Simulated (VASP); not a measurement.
Here is the system:

```xyz
4
Lattice="3.5164 0.0000 0.0000 0.0000 3.5164 0.0000 0.0000 0.0000 3.5164" Properties=species:S:1:pos:R:3 pbc="T T T"
Al     0.0000     0.0000     0.0000
Ni     0.0000     1.7582     1.7582
Ni     1.7582     0.0000     1.7582
Ni     1.7582     1.7582     0.0000
```
Starting moments (μB, in the order of the record's atoms Al Ni Ni Ni): 0.0 0.3 0.3 0.3.

These are revPBE GGA, VASP's PBE PAW potentials (set 64) (plane waves; VASP) values and carry that method's errors. Numerical set-up: 520 eV cut-off, 9×9×9 Γ-centred mesh, first-order Methfessel-Paxton smearing of 0.10 eV, potentials Al Ni.

Give the stress tensor in GPa (positive for a compressed cell).

```
12.15   0.00   0.00
 0.00  12.15   0.00
 0.00   0.00  12.15
```
The pressure is its mean diagonal, 12.15 GPa.

The compound is Ni3Al in the L1_2 structure. This cell is one point of a volume scan, at 0.94 of the reference volume.
